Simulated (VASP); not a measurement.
OSZICAR of a VASP run on AuAl2 (fluorite):

**OSZICAR**
```
       N       E                     dE             d eps       ncg     rms          rms(c)
DAV:   1     0.600423839274E+02    0.60042E+02   -0.73528E+03   888   0.116E+03
DAV:   2    -0.136878513814E+02   -0.73730E+02   -0.68551E+02   960   0.209E+02
DAV:   3    -0.154745519453E+02   -0.17867E+01   -0.17669E+01  1076   0.323E+01
DAV:   4    -0.154863914024E+02   -0.11839E-01   -0.11834E-01   968   0.312E+00
DAV:   5    -0.154865347995E+02   -0.14340E-03   -0.14339E-03  1060   0.340E-01    0.110E+01
DAV:   6    -0.140830323323E+02    0.14035E+01   -0.64605E+00   968   0.292E+01    0.405E+00
DAV:   7    -0.139879507853E+02    0.95082E-01   -0.24671E-01   932   0.576E+00    0.206E+00
DAV:   8    -0.139411231436E+02    0.46828E-01   -0.24435E-02   988   0.119E+00    0.416E-01
DAV:   9    -0.139399178331E+02    0.12053E-02   -0.22208E-03  1008   0.541E-01    0.216E-01
DAV:  10    -0.139399524290E+02   -0.34596E-04   -0.11841E-04   960   0.113E-01    0.404E-02
DAV:  11    -0.139399447531E+02    0.76759E-05   -0.56165E-06  1024   0.190E-02    0.113E-02
DAV:  12    -0.139399447322E+02    0.20961E-07   -0.25089E-07   536   0.511E-03
   1 F= -.81032802E+01 E0= -.81035869E+01  d E =-.810328E+01
```

Problem. Which electronic solver shows in the log?

Solution. It is blocked Davidson (ALGO = Normal, or the opening steps of other solvers). The INCAR had ALGO = Normal.

Problem. Can the final energy be trusted as converged?

Solution. Self-consistency was reached. It stopped with EDIFF = 1E-6, NELM = 100, NSW = 40 and EDIFFG = -0.02 after 1 ionic step (LDA (Ceperley-Alder, Perdew-Zunger), plane waves, VASP's LDA PAW potentials (set 64)).

The compound is AuAl2 in the fluorite structure. It was relaxed first under an external pressure of 20 GPa. The electron count is odd and the run is not spin-polarised, which forces a metal.
